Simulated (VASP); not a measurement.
# Ti2TeSe (P-3m1) in VASP: single point with PBEsol

Aim: the single point of Ti2TeSe with PBEsol.

Everything below comes from runs of VASP 6.6.1. Logs are shortened: lines on timing, memory, paths and dates and some standing lists are left out, and cuts for length are marked.

## Step 1: Starting point

It takes space group P-3m1 (No. 164, trigonal). Conventional cell: a = 3.492 Å, b = 3.492 Å, c = 7.136 Å, α = 90.00°, β = 90.00°, γ = 120.00°. Around Ti (site symmetry 3m) lie 3 Se at 2.56 Å and 3 Te at 2.83 Å. Around Te (site symmetry -3m) lie 6 Ti at 2.83 Å. Around Se (site symmetry -3m) lie 6 Ti at 2.56 Å.

The cell comes from a database or a generator and needn't be the stable form of this composition.

## Step 2: Single point, PBEsol

File INCAR:

```
PREC = Accurate
ENCUT = 520
EDIFF = 1E-6
ISMEAR = 0
SIGMA = 0.1
LREAL = False
LASPH = True
NELM = 100
ALGO = Fast
ISIF = 2
LWAVE = False
LCHARG = False
GGA = PS
NBANDS = 26
```

File KPOINTS:

```
regular mesh
0
Gamma
  15 15 6
```

File POSCAR:

```
Ti2TeSe
1.0
    3.4916410851      0.0000000000      0.0000000000
   -1.7458205425      3.0238498806      0.0000000000
    0.0000000000      0.0000000000      7.1358280619
Ti Te Se
2 1 1
Direct
    0.3333333333      0.6666666667      0.2783080807
    0.6666666667      0.3333333333      0.7216919193
    0.0000000000      0.0000000000      0.0000000000
    0.0000000000      0.0000000000      0.5000000000
```

Potentials or basis: VASP PAW PBE potentials, release 64 (Ti_sv, Te, Se).

Command:

```bash
$ cat potpaw_PBE.64/Ti_sv/POTCAR potpaw_PBE.64/Te/POTCAR potpaw_PBE.64/Se/POTCAR > POTCAR
$ mpirun -np 1 vasp_std > vasp.out
```

OUTCAR:

```text
PREC = Accurate
   ENCUT = 520
   EDIFF = 1E-6
   ISMEAR = 0
   LREAL = False
   LASPH = True
   NELM = 100
   ISIF = 2
   GGA = PS

 ion  position               nearest neighbor table
   1  0.333  0.667  0.278-   4 2.56   4 2.56   4 2.56   3 2.83   3 2.83   3 2.83
   2  0.667  0.333  0.722-   4 2.56   4 2.56   4 2.56   3 2.83   3 2.83   3 2.83
   3  0.000  0.000  0.000-   1 2.83   2 2.83   1 2.83   2 2.83   2 2.83   1 2.83
   4  0.000  0.000  0.500-   1 2.56   2 2.56   1 2.56   2 2.56   2 2.56   1 2.56

  LATTYP: Found a hexagonal cell.
 ALAT       =     3.4916410851
 C/A-ratio  =     2.0436888810

  Lattice vectors:

 A1 = (   3.4916410851,   0.0000000000,   0.0000000000)
 A2 = (  -1.7458205425,   3.0238498806,   0.0000000000)
 A3 = (   0.0000000000,   0.0000000000,   7.1358280619)

Analysis of symmetry for initial positions (statically):
=====================================================================
 Subroutine PRICEL returns:
 Original cell was already a primitive cell.

 Routine SETGRP: Setting up the symmetry group for a
 hexagonal supercell.

 Subroutine GETGRP returns: Found 12 space group operations
 (whereof 12 operations were pure point group operations)
 out of a pool of 24 trial point group operations.

The static configuration has the point symmetry D_3d.

Analysis of symmetry for dynamics (positions and initial velocities):
=====================================================================
 Subroutine PRICEL returns:
 Original cell was already a primitive cell.

 Routine SETGRP: Setting up the symmetry group for a
 hexagonal supercell.

 Subroutine GETGRP returns: Found 12 space group operations
 (whereof 12 operations were pure point group operations)
 out of a pool of 24 trial point group operations.

The dynamic configuration has the point symmetry D_3d.

 Subroutine INISYM returns: Found 12 space group operations
 (whereof 12 operations are pure point group operations),
 and found     1 'primitive' translations

----------------------------------------------------------------------------------------

                                     Primitive cell

  volume of cell :      75.3415

  direct lattice vectors                    reciprocal lattice vectors
     3.491641085  0.000000000  0.000000000     0.286398280  0.165352124  0.000000000
    -1.745820542  3.023849881  0.000000000     0.000000000  0.330704248  0.000000000
     0.000000000  0.000000000  7.135828062     0.000000000  0.000000000  0.140137906

  length of vectors
     3.491641085  3.491641085  7.135828062     0.330704248  0.330704248  0.140137906

  position of ions in fractional coordinates (direct lattice)
     0.333333333  0.666666667  0.278308081
     0.666666667  0.333333333  0.721691919
     0.000000000  0.000000000  0.000000000
     0.000000000  0.000000000  0.500000000

  ion indices of the primitive-cell ions
   primitive index   ion index
                 1           1
                 2           2
                 3           3
                 4           4

----------------------------------------------------------------------------------------

 KPOINTS: regular mesh

Automatic generation of k-mesh.
 Grid dimensions read from file:
 generate k-points for:   15   15    6

 Generating k-lattice:

  Cartesian coordinates                     Fractional coordinates (reciprocal lattice)
     0.019093219  0.011023475  0.000000000     0.066666667 -0.000000000  0.000000000
     0.000000000  0.022046950  0.000000000     0.000000000  0.066666667  0.000000000
     0.000000000  0.000000000  0.023356318     0.000000000  0.000000000  0.166666667

  Length of vectors
     0.022046950  0.022046950  0.023356318

  Shift w.r.t. Gamma in fractional coordinates (k-lattice)
     0.000000000  0.000000000  0.000000000

 Subroutine IBZKPT returns following result:
 ===========================================

 Found    146 irreducible k-points:

 Following reciprocal coordinates:
            Coordinates               Weight
  0.000000  0.000000  0.000000      1.000000
  0.066667  0.000000  0.000000      6.000000
  0.133333  0.000000  0.000000      6.000000
  0.200000  0.000000  0.000000      6.000000
  0.266667  0.000000  0.000000      6.000000
  0.333333  0.000000  0.000000      6.000000
[... 16 lines left out ...]
  0.333333  0.200000  0.000000     12.000000
  0.400000  0.200000  0.000000      6.000000
 [... further k-points ...]
   k-points           NKPTS =    146   k-points in BZ     NKDIM =    146   number of bands    NBANDS=     26
   number of dos      NEDOS =    301   number of ions     NIONS =      4
   total plane-waves  NPLWV =  42336
   dimension x,y,z NGX =    28 NGY =   28 NGZ =   54
   dimension x,y,z NGXF=    56 NGYF=   56 NGZF=  108
   ions per type =               2   1   1
   NGX,Y,Z   is equivalent  to a cutoff of  13.33, 13.33, 12.58 a.u.
   NGXF,Y,Z  is equivalent  to a cutoff of  26.66, 26.66, 25.16 a.u.
 SYSTEM =  unknown system
   PREC   = accura    normal or accurate (medium, high low for compatibility)
   ISTART =      0    job   : 0-new  1-cont  2-samecut
   ICHARG =      2    charge: 1-file 2-atom 10-const
   ISPIN  =      1    spin polarized calculation?
   LNONCOLLINEAR =      F non collinear calculations
   LSORBIT =      F    spin-orbit coupling
   LASPH  =      T    aspherical Exc in radial PAW
   ENCUT  =  520.0 eV  38.22 Ry    6.18 a.u.   6.49  6.49 13.27*2*pi/ulx,y,z
   NELM   =    100;   NELMIN=  2; NELMDL= -5     # of ELM steps
   EDIFF  = 0.1E-05   stopping-criterion for ELM
   LREAL  =      F    real-space projection
   EDIFFG = 0.1E-04   stopping-criterion for IOM
   NSW    =      0    number of steps for IOM
   IBRION =     -1    ionic relax: 0-MD 1-quasi-New 2-CG
   NFREE  =      0    steps in history (QN), initial steepest desc. (CG)
   ISIF   =      2    stress and relaxation
   ISYM   =      2    0-nonsym 1-usesym 2-fastsym
   POTIM  = 0.5000    time-step for ionic-motion
   TEBEG  =    0.0;   TEEND  =   0.0 temperature during run
   PSTRESS=    0.0 pullay stress
   NELECT =      36.0000    total number of electrons
   NUPDOWN=      -1.0000    fix difference up-down
   EMIN   =  10.00;   EMAX   =-10.00  energy-range for DOS
   EFERMI =   0.00;   METHOD = LEGACY
   ISMEAR =     0;   SIGMA  =   0.10  broadening in eV -4-tet -1-fermi 0-gaus
   EFERMI_NEDOS =   21; number of points for ismear=-14 and -15
   IALGO  =     68    algorithm
   IMIX   =      4    mixing-type and parameters
     AMIX     =   0.40;   BMIX     =  1.00
     AMIX_MAG =   1.60;   BMIX_MAG =  1.00
  volume/ion in A,a.u.               =      18.84       127.11
  Fermi-wavevector in a.u.,A,eV,Ry     =   1.279865  2.418595 22.287094  1.638055
  Thomas-Fermi vector in A             =   2.412326
   LORBIT       =      0    0 simple, 1 ext, 2 COOP (PROOUT), +10 PAW based schemes
   GGA     = PS    functional components
   LHFCALC =     F    Hartree Fock is set to
   AEXX    =    0.0000 exact exchange contribution
   IVDW    =     0    specifies the selected vdW correction
   LEPSILON=     F    determine dielectric tensor
   LRPA    =     F    only Hartree local field effects (RPA)
 non-spin polarized calculation
 RMM-DIIS sequential band-by-band and
 Gauss-broadening in eV      SIGMA  =   0.10
  energy-cutoff  :      520.00
  volume of cell :       75.34
 maximum number of plane-waves:      2067
 NGX is ok and might be reduce to    28
   NGX = 13   NGY = 13   NGZ = 27

 number of electron      35.9999990 magnetization

 Free energy of the ion-electron system (eV)
  ---------------------------------------------------
  ext. energy  EPLUGINS =         0.00000000
  ---------------------------------------------------
  free energy    TOTEN  =       -26.86303615 eV

  energy without entropy =      -26.84091583  energy(sigma->0) =      -26.85197599

 E-fermi :   9.3261     XC(G=0): -11.3243

 val. band max:        9.3257702388   @ k =   0.0667   0.0000   0.5000
 cond. band min:       9.3313419959   @ k =  -0.0667   0.2667   0.3333
 fundamental gap:      0.0055717571
 Fermi energy:         9.3261448213

 k-point     1 :       0.0000    0.0000    0.0000
  band No.  band energies     occupation
      1     -47.8745      2.00000
      2     -47.8712      2.00000
      3     -24.3955      2.00000
      4     -24.3410      2.00000
      5     -24.1886      2.00000
      6     -24.1886      2.00000
[... 18 lines left out ...]
     25      12.1555      0.00000
     26      12.1998      0.00000

 k-point     2 :       0.0667    0.0000    0.0000
  band No.  band energies     occupation
      1     -47.8740      2.00000
      2     -47.8708      2.00000
      3     -24.3941      2.00000
      4     -24.3406      2.00000
      5     -24.1935      2.00000
      6     -24.1911      2.00000
[... 18 lines left out ...]
     25      12.0073      0.00000
     26      12.5539      0.00000

 k-point     3 :       0.1333    0.0000    0.0000
  band No.  band energies     occupation
      1     -47.8729      2.00000
      2     -47.8698      2.00000
      3     -24.3899      2.00000
      4     -24.3395      2.00000
      5     -24.2068      2.00000
      6     -24.2027      2.00000
[... 18 lines left out ...]
     25      11.7355      0.00000
     26      12.3042      0.00000

 k-point     4 :       0.2000    0.0000    0.0000
  band No.  band energies     occupation
      1     -47.8711      2.00000
      2     -47.8683      2.00000
      3     -24.3836      2.00000
      4     -24.3381      2.00000
      5     -24.2259      2.00000
      6     -24.2200      2.00000
[... 18 lines left out ...]
     25      11.4110      0.00000
     26      12.5410      0.00000
[... 496 lines left out ...]
      1     -47.8650      2.00000
      2     -47.8635      2.00000
      3     -24.3591      2.00000
      4     -24.3372      2.00000
      5     -24.2732      2.00000
      6     -24.2655      2.00000
[... 18 lines left out ...]
     25      11.3934      0.00000
     26      13.4730      0.00000

 k-point    23 :       0.3333    0.2000    0.0000
  band No.  band energies     occupation
      1     -47.8639      2.00000
      2     -47.8629      2.00000
      3     -24.3533      2.00000
      4     -24.3389      2.00000
      5     -24.2804      2.00000
      6     -24.2700      2.00000
[... 18 lines left out ...]
     25      11.5961      0.00000
     26      12.4866      0.00000

 k-point    24 :       0.4000    0.2000    0.0000
  band No.  band energies     occupation
      1     -47.8634      2.00000
      2     -47.8626      2.00000
      3     -24.3505      2.00000
      4     -24.3402      2.00000
      5     -24.2829      2.00000
      6     -24.2714      2.00000
[... 18 lines left out ...]
     25      11.6318      0.00000
     26      12.0781      0.00000

 [... further k-points ...]

------------------------ aborting loop because EDIFF is reached ----------------------------------------

  FORCE on cell =-STRESS in cart. coord.  units (eV):
  Direction    XX          YY          ZZ          XY          YZ          ZX
  --------------------------------------------------------------------------------------
  -------------------------------------------------------------------------------------
  Total        0.1962874      0.1962874      0.1792816      0.0000000      0.0000000      0.0000000
  in kB        4.1741582      4.1741582      3.8125201      0.0000000      0.0000000      0.0000000
  external PRESSURE =       4.0536122 kB  Pullay stress =       0.0000000 kB

 VOLUME and BASIS-vectors are now :
 -----------------------------------------------------------------------------
  energy-cutoff  :      520.00
  volume of cell :       75.34
      direct lattice vectors                 reciprocal lattice vectors
     3.491641085  0.000000000  0.000000000     0.286398280  0.165352124  0.000000000
    -1.745820542  3.023849881  0.000000000     0.000000000  0.330704248  0.000000000
     0.000000000  0.000000000  7.135828062     0.000000000  0.000000000  0.140137906

 POSITION                                       TOTAL-FORCE (eV/Angst)
 -----------------------------------------------------------------------------------
     -0.00000      2.01590      1.98596         0.000000      0.000000     -0.003941
      1.74582      1.00795      5.14987        -0.000000     -0.000000      0.003941
      0.00000      0.00000      0.00000         0.000000      0.000000     -0.000000
      0.00000      0.00000      3.56791         0.000000      0.000000     -0.000000
 -----------------------------------------------------------------------------------
    total drift:                               -0.000000      0.000000     -0.000000

  FREE ENERGIE OF THE ION-ELECTRON SYSTEM (eV)
  ---------------------------------------------------
  free  energy   TOTEN  =       -26.8630361532 eV

  energy  without entropy=      -26.8409158266  energy(sigma->0) =      -26.85197599
```

It took 20 min on 1 thread of Intel Xeon Platinum 8259CL at 2.50GHz (Skylake/Cascade Lake), shared host; peak memory 0.42 GiB.

Results:

```
Free energy            : -26.8630 eV
Pressure               : 0.4 GPa
Largest force          : 0.004 eV/Å
Band gap on the k mesh : none (metal or under the smearing width)
```

Forces on the atoms (eV/Å):
```
Ti   0.000  0.000 -0.004
Ti   0.000  0.000  0.004
Te   0.000  0.000  0.000
Se   0.000  0.000  0.000
```

Caveat: the PAW data sets were made with another functional, which shifts forces and pressure a little. The run has no spin-orbit coupling, so splittings on Te are missing.
